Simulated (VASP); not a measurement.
All values below come from PBEsol GGA, VASP's PBE PAW potentials (set 64) (plane waves; VASP).

VASP input:

**POSCAR**
```
YMnNi4
1
    0.0000000000     3.4724650000     3.4724650000
    3.4724650000     0.0000000000     3.4724650000
    3.4724650000     3.4724650000     0.0000000000
Y Mn Ni
1 1 4
Direct
  0.0000000000   0.0000000000   0.0000000000
  0.2500000000   0.2500000000   0.2500000000
  0.6242200000   0.6242200000   0.1273400000
  0.6242200000   0.1273400000   0.6242200000
  0.6242200000   0.6242200000   0.6242200000
  0.1273400000   0.6242200000   0.6242200000
```

INCAR:
```
ALGO = Normal
EDIFF = 1E-6
ENCUT = 300
GGA = PS
ISIF = 2
ISMEAR = 0
ISPIN = 2
LASPH = T
LCHARG = F
LMAXMIX = 4
LORBIT = 11
LREAL = F
LWAVE = F
NELM = 100
PREC = Accurate
SIGMA = 0.136
SYSTEM = YMnNi4
```

File KPOINTS:
```
K-points
0
G
  6 6 6
```

KPOINTS_OPT:
```
k-points along high-symmetry lines
10
Line-mode
Reciprocal
  0.000000   0.000000   0.000000 ! GAMMA
 -0.500000  -0.500000   0.000000 ! X

 -0.500000  -0.500000   0.000000 ! X
 -0.375000  -0.375000   0.250000 ! U

 -0.375000   0.000000   0.375000 ! K
  0.000000   0.000000   0.000000 ! GAMMA

  0.000000   0.000000   0.000000 ! GAMMA
  0.000000   0.000000   0.500000 ! L

  0.000000   0.000000   0.500000 ! L
 -0.500000  -0.250000   0.250000 ! W

 -0.500000  -0.250000   0.250000 ! W
 -0.500000  -0.500000   0.000000 ! X
```

POTCAR, in this order: Y_sv Mn_pv Ni (PBE.64 set). Program: vasp_std. The INCAR's line for the spin-polarised start is left out here.

### Question
What will the output report for the number of irreducible k-points (NKPTS), largest plane-wave count, number of space-group operations, FFT grid (NGX, NGY, NGZ)?

### Answer

- number of irreducible k-points (NKPTS) = 16
- largest plane-wave count = 1002
- number of space-group operations = 24
- FFT grid (NGX, NGY, NGZ) = 28 × 28 × 28

The structure comes from a computed database's YMnNi4 entry; how it stands against other phases isn't given here. The cell was not relaxed at this level.
